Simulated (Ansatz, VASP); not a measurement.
**Cross-check of Al6Si between VASP and Ansatz**

Wanted: the spread between two codes on one cell, functional and k mesh. The cell is generated by rule, not measured, and may not be a known phase. The cell is taken from a series of runs on this material, whose earlier steps may have relaxed, scaled, displaced or heated it; both programs get it as it stands.

Main program and level: Ansatz 0.2.0; plane waves, with VASP 6.6.1 beside it; relaxation of cell and atoms at PBEsol.

**1. The starting structure**

It takes space group P4/mmm (No. 123, tetragonal). Conventional cell: a = 6.039 Å, b = 6.039 Å, c = 6.385 Å, α = 90.00°, β = 90.00°, γ = 90.00°. Si has 8 Al at 3.25 Å nearest. Nearest to Al lie 5 Al at 2.40 to 2.66 Å. Al has 5 Al at 2.52 to 2.66 Å nearest. Farther neighbours are not listed.

As a file:

```xyz
7
Lattice="6.0389 0.0000 0.0000 0.0000 6.0389 0.0000 0.0000 0.0000 6.3855" Properties=species:S:1:pos:R:3 pbc="T T T"
Si    0.0000    0.0000    3.1927
Al    4.8383    3.0195    3.1927
Al    3.0195    3.0195    5.1279
Al    1.2007    3.0195    3.1927
Al    3.0195    3.0195    1.2575
Al    3.0195    4.8383    3.1927
Al    3.0195    1.2007    3.1927
```

**2. VASP: relaxation of cell and atoms, PBEsol, pair 1**

The relaxed volume is the usual yardstick between codes: in a stiff, nearly cubic crystal its relative difference is about their pressure difference at one cell divided by the bulk modulus.

Lines of VASP's logs that name or quote its potential files are left out, and so is its time.

INCAR reads:

```
SYSTEM = Al6Si
PREC = Accurate
ENCUT = 500
EDIFF = 1E-07
NELM = 120
ISMEAR = 1
SIGMA = 0.15
LREAL = .FALSE.
ALGO = Normal
GGA = PS
NBANDS = 18
LORBIT = 11
LWAVE = .FALSE.
LCHARG = .FALSE.
ISIF = 3
IBRION = 2
NSW = 80
EDIFFG = -0.005
LASPH = .TRUE.
GGA_COMPAT = .FALSE.
NELMIN = 4
KPAR = 2
```

POSCAR reads:

```
Al6Si
1.0
    6.0389390000      0.0000000000      0.0000000000
    0.0000000000      6.0389390000      0.0000000000
    0.0000000000      0.0000000000      6.3854560000
Si Al
1 6
Direct
    0.0000000000      0.0000000000      0.5000000000
    0.8011804723      0.4999999172      0.5000000000
    0.4999999172      0.4999999172      0.8030624594
    0.1988195277      0.4999999172      0.5000000000
    0.4999999172      0.4999999172      0.1969375406
    0.4999999172      0.8011804723      0.5000000000
    0.4999999172      0.1988195277      0.5000000000
```

KPOINTS reads:

```
Automatic mesh
0
Gamma
6 6 6
0 0 0
```

Potentials, in the order of the species: Si and Al (PBE family, release 64).

Launch:

```
mpirun -np 2 vasp_std
```

Numbers of over 12 decimals in the logs are rounded to 6 here.

What it wrote:

```text
[banner, memory and clock lines left out]
running    2 mpi-ranks, on    1 nodes
 distrk:  each k-point on    1 cores,    2 groups
 distr:  one band on    1 cores,    1 groups

 POSCAR found type information on POSCAR SiAl
 POSCAR found :  2 types and       7 ions
|                                                                             |
|               ----> ADVICE to this user running VASP <----                  |
|                                                                             |
|     You enforced a specific xc type in the INCAR file but a different       |
|     [... a line on the potential file left out ...]
|     I HOPE YOU KNOW WHAT YOU ARE DOING!                                     |
|                                                                             |

 LDA part: xc-table for (Slater+PW92), standard interpolation
 POSCAR, INCAR and KPOINTS ok, starting setup
 FFT: planning ... GRIDC
 FFT: planning ... GRID_SOFT
 FFT: planning ... GRID
 WAVECAR not read
 entering main loop
       N       E                     dE             d eps       ncg     rms          rms(c)
DAV:   1     0.393299248440E+02    0.39330E+02   -0.70985E+03  1440   0.882E+02
DAV:   2    -0.233105166876E+02   -0.62640E+02   -0.60739E+02  1900   0.120E+02
DAV:   3    -0.259690313624E+02   -0.26585E+01   -0.26227E+01  1842   0.253E+01
DAV:   4    -0.260421378989E+02   -0.73107E-01   -0.73075E-01  2200   0.489E+00
DAV:   5    -0.260435267177E+02   -0.13888E-02   -0.13888E-02  2034   0.600E-01    0.551E+00
DAV:   6    -0.242389415807E+02    0.18046E+01   -0.56526E+00  1620   0.823E+00    0.280E+00
DAV:   7    -0.241140479453E+02    0.12489E+00   -0.76447E-01  1634   0.364E+00    0.125E+00
DAV:   8    -0.240752121118E+02    0.38836E-01   -0.82578E-02  1970   0.125E+00    0.418E-01
DAV:   9    -0.240759195107E+02   -0.70740E-03   -0.10885E-02  1680   0.435E-01    0.195E-01
DAV:  10    -0.240810224929E+02   -0.51030E-02   -0.56453E-03  1616   0.283E-01    0.641E-02
DAV:  11    -0.240816080979E+02   -0.58560E-03   -0.14788E-03  1800   0.145E-01    0.376E-02
DAV:  12    -0.240822432771E+02   -0.63518E-03   -0.79483E-04  1578   0.104E-01    0.166E-02
DAV:  13    -0.240823460792E+02   -0.10280E-03   -0.12816E-04  1694   0.436E-02    0.470E-03
DAV:  14    -0.240823618776E+02   -0.15798E-04   -0.21854E-05  1706   0.182E-02    0.329E-03
DAV:  15    -0.240823646196E+02   -0.27420E-05   -0.33324E-06  1650   0.746E-03    0.914E-04
DAV:  16    -0.240823649816E+02   -0.36203E-06   -0.31831E-07  1554   0.255E-03    0.409E-04
DAV:  17    -0.240823650905E+02   -0.10891E-06   -0.20083E-07  1364   0.197E-03    0.214E-04
DAV:  18    -0.240823650872E+02    0.32671E-08   -0.14197E-08   948   0.672E-04
   1 F= -.24082365E+02 E0= -.24083108E+02  d E =-.240824E+02
[...]
2 F= -.24082463E+02 E0= -.24083198E+02  d E =-.979850E-04
[...]
3 F= -.24082468E+02 E0= -.24083205E+02  d E =-.102932E-03
 curvature:  -0.41 expect dE=-0.324E-05 dE for cont linesearch -0.174E-08
 trial: gam= 0.02651 g(F)=  0.651E-05 g(S)=  0.130E-05 ort = 0.103E-05 (trialstep = 0.964E+00)
 search vector abs. value=  0.805E-05
 bond charge predicted
       N       E                     dE             d eps       ncg     rms          rms(c)
DAV:   1    -0.240824730151E+02   -0.50525E-05   -0.64273E-05  1506   0.399E-02    0.360E-03
DAV:   2    -0.240824719189E+02    0.10962E-05   -0.47891E-06  1700   0.108E-02    0.186E-03
DAV:   3    -0.240824716734E+02    0.24546E-06   -0.11387E-06  1634   0.434E-03    0.950E-04
DAV:   4    -0.240824716479E+02    0.25461E-07   -0.99154E-08   844   0.171E-03
   4 F= -.24082472E+02 E0= -.24083203E+02  d E =-.362912E-05
 trial-energy change:   -0.000004  1 .order   -0.000004   -0.000008    0.000000
 step:   0.9241(harm=  0.9241)  dis= 0.00025  next Energy=   -24.082472 (dE=-0.362E-05)
 reached required accuracy - stopping structural energy minimisation
```

From OUTCAR (step 2):

```text
ion  position               nearest neighbor table
   1  0.000  0.000  0.500-   2 3.25   4 3.25   6 3.25   7 3.25   2 3.25   4 3.25   6 3.25   7 3.25

  LATTYP: Found a simple tetragonal cell.
 ALAT       =     6.0389390000
 C/A-ratio  =     1.0573804438

 Subroutine GETGRP returns: Found 16 space group operations
 (whereof 16 operations were pure point group operations)

The static configuration has the point symmetry D_4h.

 Found     40 irreducible k-points:

   k-points           NKPTS =     40   k-points in BZ     NKDIM =     40   number of bands    NBANDS=     18

   dimension x,y,z NGX =    48 NGY =   48 NGZ =   48
   dimension x,y,z NGXF=    96 NGYF=   96 NGZF=   96

   ENCUT  =  500.0 eV  36.75 Ry    6.06 a.u.  11.01 11.01 11.64*2*pi/ulx,y,z

   NELECT =      22.0000    total number of electrons

 k-points in reciprocal lattice and weights: Automatic mesh
   0.00000000  0.00000000  0.00000000       0.005
   0.16666667  0.00000000  0.00000000       0.019
   0.33333333  0.00000000  0.00000000       0.019
   0.50000000  0.00000000  0.00000000       0.009
   0.16666667  0.16666667  0.00000000       0.019
   0.33333333  0.16666667  0.00000000       0.037
   0.50000000  0.16666667  0.00000000       0.019
   0.33333333  0.33333333  0.00000000       0.019
   0.50000000  0.33333333  0.00000000       0.019
[...]
0.50000000  0.33333333  0.50000000       0.019
   0.50000000  0.50000000  0.50000000       0.005

 average (electrostatic) potential at core
       1 -88.6860       2 -78.0612       3 -78.1750       4 -78.0612       5 -78.1750
       6 -78.0612       7 -78.0612

 E-fermi :   1.5670

 k-point     1 :       0.0000    0.0000    0.0000
  band No.  band energies     occupation
    ...
      7      -1.9543      2.00000
      8      -0.4495      2.00000
      9       0.9089      2.00000
     10       0.9089      2.00000
     11       1.5542      1.14417
     12       1.6211      0.43182
     13       1.9487     -0.00189
     14       1.9487     -0.00189
     15       3.4423     -0.00000
     16       4.0799     -0.00000
    ...

 k-point     2 :       0.1667    0.0000    0.0000
  band No.  band energies     occupation
    ...
      7      -1.6143      2.00000
      8      -0.8272      2.00000
      9       0.1428      2.00000
     10       1.1179      2.00019
     11       1.5802      0.85236
     12       1.9744     -0.00084
     13       2.2135     -0.00000
     14       2.4665     -0.00000
     15       3.7810     -0.00000
     16       3.7939     -0.00000
    ...

 k-point     3 :       0.3333    0.0000    0.0000
  band No.  band energies     occupation
    ...
      6      -2.2608      2.00000
      7      -1.5824      2.00000
      8      -0.6410      2.00000
      9       0.0126      2.00000
     10       0.5697      2.00000
     11       2.0286     -0.00012
     12       2.3905     -0.00000
     13       2.4706     -0.00000
     14       3.5195     -0.00000
     15       3.5522     -0.00000
    ...

  Total       -0.0026483     -0.0026483      0.0068983      0.0000000      0.0000000      0.0000000
  in kB       -0.0181943     -0.0181943      0.0473924      0.0000000      0.0000000      0.0000000
  external PRESSURE =       0.0036679 kB  Pullay stress =       0.0000000 kB

  energy-cutoff  :      500.00
  volume of cell :      233.21
      direct lattice vectors                 reciprocal lattice vectors
     6.041385841  0.000000000  0.000000000     0.165524935  0.000000000  0.000000000
     0.000000000  6.041385841 -0.000000000     0.000000000  0.165524935  0.000000000
    -0.000000000 -0.000000000  6.389527134     0.000000000  0.000000000  0.156506104

 POSITION                                       TOTAL-FORCE (eV/Angst)
 -----------------------------------------------------------------------------------
      6.04139     -0.00000      3.19476        -0.000000      0.000000      0.000000
      4.84009      3.02069      3.19476         0.001081      0.000000      0.000000
      3.02069      3.02069      5.13261        -0.000000     -0.000000      0.000377
      1.20130      3.02069      3.19476        -0.001081     -0.000000      0.000000
      3.02069      3.02069      1.25691         0.000000      0.000000     -0.000377
      3.02069      4.84009      3.19476        -0.000000      0.001081     -0.000000
      3.02069      1.20130      3.19476        -0.000000     -0.001081      0.000000
 -----------------------------------------------------------------------------------
    total drift:                                0.000023      0.000023     -0.000000

  FREE ENERGIE OF THE ION-ELECTRON SYSTEM (eV)
  ---------------------------------------------------
  free  energy   TOTEN  =       -24.0824716479 eV

  energy  without entropy=      -24.0846671774  energy(sigma->0) =      -24.08320349

 reached required accuracy - stopping structural energy minimisation

 total charge
# of ion       s       p       d       tot
------------------------------------------
    1        0.935   0.516   0.000   1.452
    2        0.448   0.384   0.000   0.832
    3        0.447   0.362   0.000   0.809
    4        0.448   0.384   0.000   0.832
    5        0.447   0.362   0.000   0.809
    6        0.448   0.384   0.000   0.832
    7        0.448   0.384   0.000   0.832
--------------------------------------------------
tot          3.620   2.776   0.000   6.396

[... 3 further parts left out ...]
```

The run keeps the 16 symmetry operations of its start, so it cannot find a distortion of lower symmetry.

**3. Ansatz: relaxation of cell and atoms, PBEsol, pair 1**

Ansatz runs on its default PAW (the set named soft_2) files.

The same cell, functional, mesh and smearing now go to Ansatz, which takes its cutoff from its data sets.

input.yaml reads:

```yaml
crystal:
  lattice:
    - [6.0389389236, 0.0, 0.0]
    - [0.0, 6.0389389236, 0.0]
    - [0.0, 0.0, 6.3854558777]
  atoms:
    - { symbol: Si, position: [0.0, 0.0, 0.5] }
    - { symbol: Al, position: [0.8011804923, 0.5, 0.5] }
    - { symbol: Al, position: [0.5, 0.5, 0.8030624992] }
    - { symbol: Al, position: [0.1988195077, 0.5, 0.5] }
    - { symbol: Al, position: [0.5, 0.5, 0.1969375008] }
    - { symbol: Al, position: [0.5, 0.8011804923, 0.5] }
    - { symbol: Al, position: [0.5, 0.1988195077, 0.5] }
kpoints:
  mp_grid: { grid: [6, 6, 6] }
hamiltonian:
  xc: pbesol
scf:
  occupations: { method: methfessel_paxton, width: 0.15 }
output:
  forces: true
  stress: true
  eigenvalues: true
relax:
  adjacent_minimum: "off"
  f_tol: 0.001
  max_steps: 60
  cell: { stress_tol: 0.01 }
```

Launch:

```
ansatz run input.yaml --threads 8 --pin off --max-ram 14336MiB --backend cpu --events-out ev --progress --plain --runs-dir out
```

What it wrote:

```text
Engine: ansatz 0.2.0, aarch64-unknown-linux-gnu
Pseudopotentials: kind: paw
Pseudopotential: Si, paw, valence charge 4, recommended cutoff 420 eV (normal), Si.paw.azcp
Pseudopotential: Al, paw, valence charge 3, recommended cutoff 420 eV (normal), Al.paw.azcp
Functional definition: PBEsol
  exchange = pbesol_x
  correlation = pbesol_c
Crystal: 7 atoms, lattice volume = 232.870 Å³
Basis set: ecut = 420 eV, 4545 PW (Γ), exchange–correlation on 90×90×90 points (8 copies of the dense FFT grid, shifted against one another)
Bands: 18, of which v1, the nominal top of the filled ones, is band 11 counted from 1 (10 counted from 0)
Symmetry: 16 space group operations
Space group: P4/mmm (ITA 123), of the structure as read, at distance tolerance 6.2e-5 Å
k-points: 40 of 216
Non-local potential: Si, projectors of the file, l = 0: 2, l = 1: 2, l = 2: 2
Non-local potential: Al, projectors of the file, l = 0: 2, l = 1: 2, l = 2: 1
PAW form: soft (Blöchl's): semilocal exchange-correlation on the pseudo side does not see the compensation charge
PAW frozen core: Si, regenerated for the run's functional, and the local potential with it (the file was generated under x = pbe(κ = 0.804, μ = 0.219515), c = pbe(β = 0.066725))
PAW frozen core: Al, regenerated for the run's functional, and the local potential with it (the file was generated under x = pbe(κ = 0.804, μ = 0.219515), c = pbe(β = 0.066725))
PAW one-centre angular grid: Si, 110 points (default); XC on 64 Gauss nodes
PAW one-centre angular grid: Al, 110 points (default); XC on 64 Gauss nodes
Initial density: superposition of atomic densities (neutral atoms: chi_scale 0, normalization atom), corrected by the library's trained network
Initial wavefunctions: pseudopotential atomic-orbital guess
Functional: x = pbesol(κ = 0.804, μ = 0.123457), c = pbesol(β = 0.046)
SCF iter   1: F=—  HF=-3762.580804 eV  |F-HF|=—  |Δ(HF+E_count)|=         —  Δρ=3.61e-3  dr2=1.27e-1  ethr=1.77e-3  ⟨swp⟩=7.7  Hψ=4740  notcnv=0
preconditioner: auto → LDOS  [metal: Δε(μ)=0.009 eV  Ē_g=5.577 eV  σ=0.150 eV  W_gap=0.05  n_scr=26 (ndim 8)  ℏωp=11.4 eV  f_vac=0.072  D(μ)=2.61/eV (n_scr^D=6)  β→1.0]
SCF iter   2: F=—  HF=-3762.570383 eV  |F-HF|=—  |Δ(HF+E_count)|=   1.04e-2  S|Δr|=    0.00e0  Δρ=1.13e-3  dr2=1.16e-2  ethr=5.76e-4  ⟨swp⟩=1.5  Hψ=1138  notcnv=0  defer=1
SCF iter   3: F=—  HF=-3762.568824 eV  |F-HF|=—  |Δ(HF+E_count)|=   1.56e-3  S|Δr|=    0.00e0  Δρ=2.04e-4  dr2=2.41e-4  ethr=5.27e-5  ⟨swp⟩=2.5  Hψ=1033  notcnv=0  defer=1
SCF iter   4: F=—  HF=-3762.568860 eV  |F-HF|=—  |Δ(HF+E_count)|=   3.54e-5  S|Δr|=    0.00e0  Δρ=9.05e-5  dr2=6.08e-5  ethr=1.09e-6  ⟨swp⟩=2.1  Hψ=1129  notcnv=0  defer=1
SCF iter   5: F=—  HF=-3762.568839 eV  |F-HF|=—  |Δ(HF+E_count)|=   2.03e-5  S|Δr|=    0.00e0  Δρ=1.78e-5  dr2=1.17e-6  ethr=2.76e-7  ⟨swp⟩=2.3  Hψ=1069  notcnv=0  defer=2
SCF iter   6: F=-3762.568840 eV  HF=-3762.568840 eV  |F-HF|=1.83e-8  |Δ(HF+E_count)|=   8.52e-7  S|Δr|=    0.00e0  Δρ=2.98e-6  dr2=4.10e-8  ethr=4.55e-10  ⟨swp⟩=11.7  Hψ=4257  notcnv=0
SCF 1 converged in 6 iterations: F = -3762.568840 eV  dr2 = 4.10e-8
  greatest PAW one-centre occupation: 0.740 electrons in one spin orbital (limit 2), on the Si atom at site 0 (counted from 0), in its partial waves of l = 0
relax step   1: F+E_penalty+E_count = -3762.56884019 eV  Δ(F+E_penalty+E_count) = +0.000e0 eV  max|allowed force component| = 3.022e-2 eV/Å  Δτ_max = 0.0000 Å  P = +0.010 GPa  Ω = 232.870 Å³  (6 SCF iters, dr2 threshold 1.00e-7 eV, accepted)
[...]
relax step   2: F+E_penalty+E_count = -3762.56887854 eV  Δ(F+E_penalty+E_count) = -3.835e-5 eV  max|allowed force component| = 7.834e-3 eV/Å  Δτ_max = 0.0019 Å  P = -0.003 GPa  Ω = 232.915 Å³  energy of the carried Pulay correction = -6.520e-6 eV  (4 SCF iters, dr2 threshold 5.71e-8 eV, accepted)
[...]
relax step   3: F+E_penalty+E_count = -3762.56888464 eV  Δ(F+E_penalty+E_count) = -6.096e-6 eV  max|allowed force component| = 2.804e-4 eV/Å  Δτ_max = 0.0004 Å  P = -0.000 GPa  Ω = 232.902 Å³  energy of the carried Pulay correction = -4.601e-6 eV  (4 SCF iters, dr2 threshold 3.84e-9 eV, accepted)
[...]
relax step   4: F+E_penalty+E_count = -3762.56888817 eV  Δ(F+E_penalty+E_count) = -3.532e-6 eV  max|allowed force component| = 2.764e-4 eV/Å  Δτ_max = 0.0000 Å  P = -0.000 GPa  Ω = 232.902 Å³  stress off target by 3.55e-4 GPa  SCF on the basis re-selected at this cell (its energy is not comparable with the rows above)  (9 SCF iters)
basis re-selected at this cell: Δ(F+E_penalty+E_count) = -3.532e-6 eV, ΔP = +0.000 GPa vs the last step (what re-selecting the basis moved, of the pressure what is left beyond the Pulay correction that the steps carried, after the strain that the cell walked since its last selection, with what the two solves' SCF thresholds leave and, on support functions, any second-order correction that the steps lacked; it is no m [...]
SCF converged after 9 iterations
Stability not checked: this state was not tested for a lower state beside it, because cold or Methfessel-Paxton smearing, or corrected tetrahedra, fill the levels in a way that the test cannot read (fill_not_monotonic; see scf.lower_state_search)
Free energy (F): -3762.568888 eV
Harris-Foulkes:  -3762.568888 eV  (|F-HF|=1.82e-12)
Internal energy: -3762.571139 eV  (E = F + TS)
E sigma→0 (E₀):  -3762.569451 eV
Entropy (-TS):   0.002251 eV (0.322 meV/atom)
Fermi energy:    1.579518 eV
--- Per-component energies (eV) ---
  E_band       = -43.729152
  E_kinetic    = 161.739725
  E_local      = -298.545696  (includes V_loc(G=0)·N_el)
  E_nonlocal   = 92.041563
  E_hartree    = 116.380774
  E_xc         = -280.455544
  E_vxc        = -207.528386  (∫ρ·V_xc dr)
  E_paw        = -3227.297431  (= ΣΔE_a)
  E_vpaw       = -24.197897  (= ΣTr[D̂ρ^β])
  E_aug_tail   = -0.000008  (compensation charges beyond the density's cutoff)
  E_ewald      = -326.580917
  E_core_change = 0.146395  (= ΣΔE_core)
  E_smearing   = 0.002251  (= −TS)
  E_closure    = 0.000000  (closes the sum)
  Σ components = -3762.568888   (vs F -3762.568888, Δ=0.00e0)
--- Forces (eV/Å), atoms counted from 1 ---
  atom   1  Si    -0.00000000     0.00000000     0.00000000
  atom   2  Al     0.00027641    -0.00000000     0.00000000
  atom   3  Al     0.00000000     0.00000000     0.00014554
  atom   4  Al    -0.00027641     0.00000000     0.00000000
  atom   5  Al     0.00000000     0.00000000    -0.00014554
  atom   6  Al     0.00000000     0.00027641     0.00000000
  atom   7  Al    -0.00000000    -0.00027641     0.00000000
  max |Σ_I F_I| component: 4.16e-17 eV/Å
--- Stress (GPa, compression-positive) ---
       -0.000200       0.000000       0.000000
        0.000000      -0.000200       0.000000
        0.000000       0.000000       0.000355
  P = ⅓ Tr σ = -0.0000 GPa (-0.000 kbar)
--- Band table (eV; the first three rows and the last of 40) ---
  k-point 0: bands = [... 7 lower, -0.4360, 0.9217, 0.9217, 1.5666, 1.6329, 1.9605, 1.9605, 3.4564, ... 3 higher]
  k-point 1: bands = [... 7 lower, -0.3988, 0.9312, 0.9312, 1.5738, 1.5743, 1.7039, 1.7039, 3.3353, ... 3 higher]
  k-point 2: bands = [... 7 lower, 0.0614, 0.9628, 0.9628, 1.3172, 1.3172, 1.5398, 1.5900, 3.1296, ... 3 higher]
  k-point 39: bands = [... 7 lower, 1.1444, 1.2788, 1.2788, 1.3157, 1.9224, 2.7244, 2.7244, 3.1597, ... 3 higher]
--- Relaxed structure (3 steps of the walk, 3 accepted, 1 SCFs on fresh bases) ---
  F+E_penalty+E_count = -3762.56888817 eV   max|allowed force component| = 2.764e-4 eV/Å   (the final SCF, on the basis selected at the relaxed cell)
  cell:  # Å, volume = 232.9020 Å³
    - [6.038475, 0, 0.0]
    - [0, 6.038475, 0.0]
    - [0.0, 0.0, 6.387318]
  atoms:
    - { symbol: Si, position: [0, 0, 0.5] }
    - { symbol: Al, position: [0.801169, 0.5, 0.5] }
    - { symbol: Al, position: [0.5, 0.5, 0.803291] }
    - { symbol: Al, position: [0.198831, 0.5, 0.5] }
    - { symbol: Al, position: [0.5, 0.5, 0.196709] }
    - { symbol: Al, position: [0.5, 0.801169, 0.5] }
    - { symbol: Al, position: [0.5, 0.198831, 0.5] }
```

The column dr2 measures how far the density is from self-consistency, as an energy; F and HF (Harris–Foulkes) agree once it is small.

**4. Side by side**

Known differences besides the potentials themselves: the cutoff is 420 eV in Ansatz and 500 eV in VASP; Ansatz makes its cores anew for this functional, VASP keeps those of its PBE data sets; Ansatz adds a Pulay correction to the stress that steers its cell, VASP none. Total energies have different zeros and are not compared.

Compared:

```csv
quantity,Ansatz,VASP,difference
volume (Å³),232.90,233.21,-0.13 %
"edge a after relaxation, in the typed setting (Å)",6.038,6.041,-0.05 %
"edge c after relaxation, in the typed setting (Å)",6.387,6.389,-0.03 %
```

[end of part 1 of 2]

[Lines on the potential files, build, host, timing and source positions are cut from VASP's logs without a mark.]

[Logs are printed without paths, hosts, clocks, repeated set-up lines and the standing remarks that a program may print on its own settings, such as how far it seeks lower states.]

[Hosts, paths, dates, database ids (printed as entryN), source tags and the programs' standing remarks are cut or masked in the printed files.]
